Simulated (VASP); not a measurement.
Consider the following.

```
AuIr
1.0
    1.42656     0.82362     4.55794
   -1.42656     0.82362     4.55794
    0.00000    -1.64725     4.55794
Ir Au
1 1
Direct
  0.00000   0.00000   0.00000
  0.50000   0.50000   0.50000
```

The numbers are results of PBE GGA, VASP's PBE PAW potentials (set 64) (plane waves; VASP 6.6.1), not measurements. Run with 300 eV cut-off, 11×11×11 Γ-centred mesh, Fermi-Dirac smearing of 0.10 eV, potentials Ir Au.

Problem. Give the energies of bands 1 to 13 at the high-symmetry points, in eV from the Fermi level.

Solution. 
| band | Γ | T | H2 | L | S0 | F |
|---|---|---|---|---|---|---|
| 1 | -9.90 | -8.18 | -6.12 | -6.64 | -6.07 | -7.28 |
| 2 | -7.14 | -7.54 | -5.81 | -5.71 | -5.58 | -6.96 |
| 3 | -4.70 | -4.87 | -5.30 | -5.41 | -5.37 | -6.44 |
| 4 | -4.70 | -4.51 | -5.14 | -4.42 | -5.22 | -4.38 |
| 5 | -3.87 | -4.51 | -4.52 | -4.32 | -4.59 | -3.63 |
| 6 | -3.87 | -3.24 | -2.87 | -3.64 | -2.91 | -1.84 |
| 7 | -3.59 | -3.11 | -2.12 | -2.85 | -2.11 | -0.85 |
| 8 | -1.77 | -3.11 | -1.79 | -1.82 | -1.71 | -0.64 |
| 9 | -1.77 | -2.46 | -1.15 | -1.25 | -1.23 | 0.18 |
| 10 | -0.37 | -2.46 | 0.09 | 1.10 | -0.04 | 0.57 |
| 11 | 0.27 | -0.47 | 4.26 | 1.50 | 3.96 | 1.14 |
| 12 | 0.27 | -0.47 | 4.72 | 3.37 | 4.80 | 1.60 |
| 13 | 5.41 | 12.73 | 5.00 | 6.39 | 4.91 | 4.96 |

It has no gap at this level: it comes out as a metal or semimetal.

The structure was generated: IrAu was put into an ordered model structure, which need not be its known phase. The cell was not relaxed at this level.
